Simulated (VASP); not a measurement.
Hf:

```
CELL_PARAMETERS angstrom
3.19670 0.00000 0.00000
-1.59835 2.76842 0.00000
0.00000 0.00000 5.05780
ATOMIC_POSITIONS crystal
Hf 0.33333 0.66667 0.25000
Hf 0.66667 0.33333 0.75000
```

| Item | Value |
| --- | --- |
| Program | VASP 6.6.1 |
| Task | relaxation of cell and atoms |
| Functional | PBEsol |
| Potentials or basis | VASP PAW PBE potentials, release 64 (Hf_pv) |
| Cutoff | 600 eV |
| k mesh | 15 × 15 × 7 |
| Occupations | methfessel-paxton, width 0.1 eV |
| Spin | no spin polarisation |

At the start: pressure -4.2 GPa; volume 22.38 Å³/atom.

Question: How do energy, volume and symmetry change on relaxing?

Answer: Over 3 steps the energy falls by 11.6 meV/atom and the volume is 21.53 Å³/atom (-3.8 %); space group P6_3/mmc (No. 194, to 0.05 Å).

Step by step:
| step | energy change (eV) | largest force (eV/Å) | pressure (GPa) | volume (Å³) |
| --- | --- | --- | --- | --- |
| 1 | 0.0000 | 0.0000 | -4.21 | 44.76 |
| 2 | 0.0123 | 0.0000 | 5.92 | 41.06 |
| 3 | -0.0232 | 0.0000 | -0.05 | 43.06 |

Final structure:
```
CELL_PARAMETERS angstrom
3.15667 0.00000 0.00000
-1.57834 2.73376 0.00000
0.00000 0.00000 4.99035
ATOMIC_POSITIONS crystal
Hf 0.33333 0.66667 0.25000
Hf 0.66667 0.33333 0.75000
```

Caveat: the PAW data sets were made with another functional, which shifts forces and pressure a little.
